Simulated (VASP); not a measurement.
Computed with G0W0 on PBE orbitals, VASP's PBE PAW potentials (set 64) (plane waves; VASP).

The input files of a VASP run:

### POSCAR
```
ZnS
1
    0.0000000000     2.6936850000     2.6936850000
    2.6936850000     0.0000000000     2.6936850000
    2.6936850000     2.6936850000     0.0000000000
Zn S
1 1
Direct
  0.0000000000   0.0000000000   0.0000000000
  0.2500000000   0.2500000000   0.2500000000
```

### KPOINTS
```
K-points
0
Gamma
 5 5 5
```

**INCAR**
```
# general
SYSTEM       =  ZnS
PREC         =  Normal
ENCUT        =  500   # plane-wave cut-off (eV)
LREAL        =  .False.
LASPH        =  .True.   # aspherical one-centre terms
NBANDS       =  88

# electronic loop
ALGO         =  EVGW0

# smearing
ISMEAR       =  0   # Gaussian
SIGMA        =  0.01   # width (eV)

# functional
GGA          =  PE   # PBE

# output
LWAVE        =  .False.
LCHARG       =  .False.

# other
NELMGW       =  1
NOMEGA       =  64
ENCUTGW      =  170
NBANDSGW     =  21
LSPECTRALGW  =  .True.
```

POTCAR, in this order: Zn_sv_GW S_GW (PBE.64 set). Program: vasp_std. Read from the step before: WAVECAR, WAVEDER.

The run wrote:

**OUTCAR**
```
 ion  position               nearest neighbor table
   1  0.000  0.000  0.000-   2 2.33   2 2.33   2 2.33   2 2.33
   2  0.250  0.250  0.250-   1 2.33   1 2.33   1 2.33   1 2.33
  LATTYP: Found a face centered cubic cell.
 ALAT       =     5.3873700000
 Subroutine PRICEL returns:
 Original cell was already a primitive cell.
 Subroutine GETGRP returns: Found 24 space group operations
The static configuration has the point symmetry T_d .
The dynamic configuration has the point symmetry T_d .
 Subroutine INISYM returns: Found 24 space group operations
 Subroutine IBZKPT returns following result:
 Found     10 irreducible k-points:

 Following reciprocal coordinates:
            Coordinates               Weight
  0.000000  0.000000  0.000000      1.000000
  0.200000  0.000000  0.000000      8.000000
  0.400000  0.000000  0.000000      8.000000
  0.200000  0.200000  0.000000      6.000000
  0.400000  0.200000  0.000000     24.000000
 -0.400000  0.200000  0.000000     24.000000
 -0.200000  0.200000  0.000000     12.000000
  0.400000  0.400000  0.000000      6.000000
 -0.400000  0.400000  0.000000     12.000000
...
```

File OSZICAR:
```
energies w=
    0.000    0.000    1.321    0.000    2.639    0.000    3.952    0.000
    5.257    0.000    6.551    0.000    7.834    0.000    9.103    0.000
   10.357    0.000   11.596    0.000   12.818    0.000   14.024    0.000
   15.214    0.000   16.388    0.000   17.548    0.000   18.695    0.000
   19.829    0.000   20.952    0.000   22.066    0.000   23.172    0.000
   24.272    0.000   25.369    0.000   26.464    0.000   27.559    0.000
   28.657    0.000   29.761    0.000   30.872    0.000   31.994    0.000
   33.130    0.000   34.282    0.000   35.454    0.000   36.650    0.000
   37.873    0.000   39.128    0.000   40.419    0.000   41.752    0.000
   43.132    0.000   44.566    0.000   46.061    0.000   47.625    0.000
   49.267    0.000   50.997    0.000   52.829    0.000   54.775    0.000
   56.852    0.000   59.079    0.000   61.479    0.000   64.078    0.000
   66.908    0.000   70.008    0.000   73.425    0.000   77.216    0.000
   81.455    0.000   86.231    0.000   91.661    0.000   97.897    0.000
  105.138    0.000  113.652    0.000  123.812    0.000  136.148    0.000
  151.438    0.000  170.876    0.000  196.394    0.000  231.332    0.000
NQ=   1    0.0000    0.0000    0.0000,
 performed        280000 updates of chi_q(r,r)
NQ=   2    0.2000    0.0000    0.0000,
 performed        719000 updates of chi_q(r,r)
NQ=   3    0.4000    0.0000    0.0000,
 performed       1158000 updates of chi_q(r,r)
NQ=   4    0.2000    0.2000    0.0000,
 performed       1597000 updates of chi_q(r,r)
NQ=   5    0.4000    0.2000    0.0000,
 performed       2214000 updates of chi_q(r,r)
NQ=   6   -0.4000    0.2000    0.0000,
 performed       2831000 updates of chi_q(r,r)
NQ=   7   -0.2000    0.2000    0.0000,
 performed       3388000 updates of chi_q(r,r)
NQ=   8    0.4000    0.4000    0.0000,
 performed       3827000 updates of chi_q(r,r)
NQ=   9   -0.4000    0.4000    0.0000,
 performed       4384000 updates of chi_q(r,r)
NQ=  10   -0.4000    0.4000    0.2000,
 performed       5060000 updates of chi_q(r,r)
 resolving degeneracies of screened two electron integrals
```

File OUTCAR:
```


 k-point   1 :       0.0000    0.0000    0.0000
  band No.  KS-energies  QP-energies   sigma(KS)   V_xc(KS)     V^pw_x(r,r')   Z            occupation Imag(sigma)

      1    -121.5371    -132.9850     -55.1514     -38.6734     -68.8736       0.6947       2.0000       2.5064
      2     -75.7272     -83.9497     -48.9808     -37.6059     -61.3271       0.7229       2.0000       3.0826
      3     -75.7272     -83.9497     -48.9808     -37.6059     -61.3271       0.7229       2.0000       3.0826
      4     -75.7272     -83.9497     -48.9808     -37.6059     -61.3271       0.7229       2.0000       3.0826
      5      -9.8747     -11.0147     -14.6505     -13.0831     -21.2296       0.7273       2.0000       2.0692
      6      -3.0350      -4.8617     -31.4112     -28.8554     -39.8616       0.7147       2.0000       0.9560
      7      -3.0350      -4.8617     -31.4112     -28.8554     -39.8616       0.7147       2.0000       0.9560
      8      -3.0350      -4.8617     -31.4112     -28.8554     -39.8616       0.7147       2.0000       0.9560
      9      -2.5255      -4.4405     -33.8571     -31.1851     -42.7299       0.7167       2.0000       0.9037
     10      -2.5255      -4.4405     -33.8571     -31.1851     -42.7299       0.7167       2.0000       0.9037
     11       3.3358       2.4975     -17.7920     -16.7178     -20.2095       0.7804       2.0000       0.3747
     12       3.3358       2.4975     -17.7920     -16.7178     -20.2095       0.7804       2.0000       0.3747
     13       3.3358       2.4975     -17.7920     -16.7178     -20.2095       0.7804       2.0000       0.3747
     14       5.4776       6.1236     -10.5016     -11.3000      -6.9207       0.8092       0.0000      -0.3460
     15       9.6931      10.5504     -10.0726     -11.1321      -6.0923       0.8092       0.0000      -0.4565
     16       9.6931      10.5504     -10.0726     -11.1321      -6.0923       0.8092       0.0000      -0.4565
     17       9.6931      10.5504     -10.0726     -11.1321      -6.0923       0.8092       0.0000      -0.4565
     18      14.9631      16.0500     -10.9662     -12.3198      -6.3817       0.8030       0.0000      -0.6991
     19      14.9631      16.0500     -10.9662     -12.3198      -6.3817       0.8030       0.0000      -0.6991
     20      15.2571      16.0122      -8.5985      -9.5188      -3.6028       0.8205       0.0000      -0.8297
     21      17.9043      18.4428      -7.8985      -8.5523      -2.9362       0.8237       0.0000      -0.9913

 k-point   2 :       0.2000    0.0000    0.0000
  band No.  KS-energies  QP-energies   sigma(KS)   V_xc(KS)     V^pw_x(r,r')   Z            occupation Imag(sigma)

      1    -121.5372    -132.9626     -55.1517     -38.6734     -68.8739       0.6934       2.0000       2.5063
      2     -75.7276     -83.9329     -48.9802     -37.6057     -61.3265       0.7214       2.0000       3.0823
      3     -75.7276     -83.9329     -48.9802     -37.6057     -61.3265       0.7214       2.0000       3.0823
      4     -75.7276     -83.9329     -48.9802     -37.6057     -61.3265       0.7214       2.0000       3.0823
      5      -9.5852     -10.7072     -14.8458     -13.3031     -21.3668       0.7273       2.0000       2.0088
      6      -3.0202      -4.8201     -30.3176     -27.8128     -38.4647       0.7186       2.0000       0.9506
      7      -2.9866      -4.8202     -31.5799     -29.0197     -40.0547       0.7162       2.0000       0.9527
      8      -2.9866      -4.8202     -31.5799     -29.0197     -40.0547       0.7162       2.0000       0.9527
      9      -2.5273      -4.4398     -33.8388     -31.1679     -42.7123       0.7160       2.0000       0.9051
     10      -2.5273      -4.4398     -33.8388     -31.1679     -42.7123       0.7160       2.0000       0.9051
     11       1.1725       0.1580     -17.5775     -16.2703     -20.5666       0.7761       2.0000       0.4903
     12       2.9966       2.1267     -17.3836     -16.2700     -19.8206       0.7812       2.0000       0.3890
     13       2.9966       2.1267     -17.3836     -16.2700     -19.8206       0.7812       2.0000       0.3890
     14       6.7328       7.4655     -10.7408     -11.6510      -7.0541       0.8050       0.0000      -0.3755
     15       9.8592      10.6396     -10.3510     -11.3202      -6.3291       0.8052       0.0000      -0.4842
     16      10.2067      11.0902     -10.2404     -11.3358      -6.1576       0.8066       0.0000      -0.4873
     17      10.2067      11.0902     -10.2404     -11.3358      -6.1576       0.8066       0.0000      -0.4873
     18      14.1398      15.0440     -10.2982     -11.4194      -5.8615       0.8064       0.0000      -0.6602
     19      14.1398      15.0440     -10.2982     -11.4194      -5.8615       0.8064       0.0000      -0.6602
     20      15.8763      16.3783      -7.7879      -8.3983      -2.9564       0.8224       0.0000      -0.8383
     21      18.1833      19.0012      -8.8381      -9.8313      -3.6921       0.8235       0.0000      -1.0200

 k-point   3 :       0.4000    0.0000    0.0000
  band No.  KS-energies  QP-energies   sigma(KS)   V_xc(KS)     V^pw_x(r,r')   Z            occupation Imag(sigma)

      1    -121.5372    -132.9351     -55.1519     -38.6735     -68.8741       0.6917       2.0000       2.5062
      2     -75.7277     -83.9274     -48.9794     -37.6056     -61.3259       0.7209       2.0000       3.0819
      3     -75.7277     -83.9274     -48.9794     -37.6056     -61.3259       0.7209       2.0000       3.0819
      4     -75.7277     -83.9274     -48.9794     -37.6056     -61.3259       0.7209       2.0000       3.0819
      5      -9.0352     -10.1176     -15.3722     -13.8782     -21.8194       0.7245       2.0000       1.8926
      6      -2.9254      -4.7664     -31.7993     -29.2301     -40.3044       0.7166       2.0000       0.9470
      7      -2.9254      -4.7664     -31.7993     -29.2301     -40.3044       0.7166       2.0000       0.9470
      8      -2.6955      -4.4290     -27.8778     -25.5107     -35.2524       0.7324       2.0000       0.9179
      9      -2.5033      -4.4250     -33.9491     -31.2785     -42.8514       0.7196       2.0000       0.9077
     10      -2.5033      -4.4250     -33.9491     -31.2785     -42.8514       0.7196       2.0000       0.9077
     11      -1.3175      -2.6455     -19.0537     -17.3124     -23.4616       0.7626       2.0000       0.7370
     12       2.5283       1.6195     -16.8094     -15.6416     -19.2818       0.7782       2.0000       0.4129
     13       2.5283       1.6195     -16.8094     -15.6416     -19.2818       0.7782       2.0000       0.4129
     14       6.7048       7.4721     -10.6510     -11.5994      -7.0088       0.8090       0.0000      -0.3691
     15      10.2809      11.1042     -10.2079     -11.2271      -6.2087       0.8078       0.0000      -0.4852
     16      10.2809      11.1042     -10.2079     -11.2271      -6.2087       0.8078       0.0000      -0.4852
     17      11.8325      12.5345      -9.8903     -10.7700      -5.3134       0.7980       0.0000      -0.6609
     18      15.2385      15.8171      -8.1388      -8.8466      -3.2978       0.8175       0.0000      -0.8012
     19      15.6131      16.6836     -10.4558     -11.7853      -5.5729       0.8052       0.0000      -0.8100
     20      15.6131      16.6836     -10.4558     -11.7853      -5.5729       0.8052       0.0000      -0.8100
     21      19.6737      20.9201     -10.2939     -11.8181      -4.6812       0.8177       0.0000      -1.2401

 k-point   4 :       0.2000    0.2000    0.0000
  band No.  KS-energies  QP-energies   sigma(KS)   V_xc(KS)     V^pw_x(r,r')   Z            occupation Imag(sigma)

      1    -121.5371    -132.9818     -55.1517     -38.6734     -68.8739       0.6945       2.0000       2.5063
      2     -75.7275     -83.9470     -48.9801     -37.6057     -61.3265       0.7226       2.0000       3.0822
      3     -75.7275     -83.9470     -48.9801     -37.6057     -61.3265       0.7226       2.0000       3.0822
      4     -75.7275     -83.9470     -48.9801     -37.6057     -61.3265       0.7226       2.0000       3.0822
      5      -9.4884     -10.6050     -14.9137     -13.3790     -21.4160       0.7276       2.0000       1.9889
      6      -3.0789      -4.8697     -29.9429     -27.4519     -38.0099       0.7189       2.0000       0.9533
      7      -2.9367      -4.7741     -31.7164     -29.1534     -40.2078       0.7169       2.0000       0.9498
      8      -2.9367      -4.7741     -31.7164     -29.1534     -40.2078       0.7169       2.0000       0.9498
      9      -2.5606      -4.4650     -33.6389     -30.9749     -42.4772       0.7149       2.0000       0.9079
     10      -2.4990      -4.4234     -33.9603     -31.2856     -42.8550       0.7195       2.0000       0.9035
     11       1.3497       0.3700     -18.1812     -16.9195     -21.1841       0.7765       2.0000       0.4765
     12       2.4259       1.5042     -16.8199     -15.6362     -19.3269       0.7787       2.0000       0.4171
     13       2.4259       1.5042     -16.8199     -15.6362     -19.3269       0.7787       2.0000       0.4171
     14       7.5505       8.2977     -11.2154     -12.1479      -7.4737       0.8013       0.0000      -0.4058
     15       8.2854       9.0088      -9.7626     -10.6508      -6.0165       0.8144       0.0000      -0.4062
     16      11.1710      12.1119     -10.5595     -11.7316      -6.2738       0.8027       0.0000      -0.5493
     17      11.1710      12.1119     -10.5595     -11.7316      -6.2738       0.8027       0.0000      -0.5493
     18      12.3457      13.0029      -9.7246     -10.5339      -5.6110       0.8121       0.0000      -0.5653
     19      15.4419      16.5597     -10.7107     -12.1047      -5.9636       0.8018       0.0000      -0.7415
     20      18.1051      19.0663      -9.2374     -10.4059      -3.9680       0.8226       0.0000      -1.0437
     21      19.2651      19.9241      -8.1085      -8.9103      -3.0361       0.8220       0.0000      -1.0208

 k-point   5 :       0.4000    0.2000    0.0000
  band No.  KS-energies  QP-energies   sigma(KS)   V_xc(KS)     V^pw_x(r,r')   Z            occupation Imag(sigma)

      1    -121.5373    -132.7863     -55.1520     -38.6735     -68.8742       0.6826       2.0000       2.5063
      2     -75.7279     -83.8112     -48.9793     -37.6055     -61.3258       0.7107       2.0000       3.0819
      3     -75.7279     -83.8112     -48.9793     -37.6055     -61.3258       0.7107       2.0000       3.0819
      4     -75.7279     -83.8112     -48.9793     -37.6055     -61.3258       0.7107       2.0000       3.0819
      5      -9.0138     -10.0991     -15.3659     -13.8716     -21.8038       0.7263       2.0000       1.8888
...
```
(Selected blocks of OUTCAR.)

The mesh is coarse and the basis finite, so the quasiparticle values are not converged. VASP warned that its frequency grid is unfit for quasiparticle energies.

The structure comes from a computed database's ZnS entry (F-43m); how it stands against other phases isn't given here. The cell was not relaxed at this level.
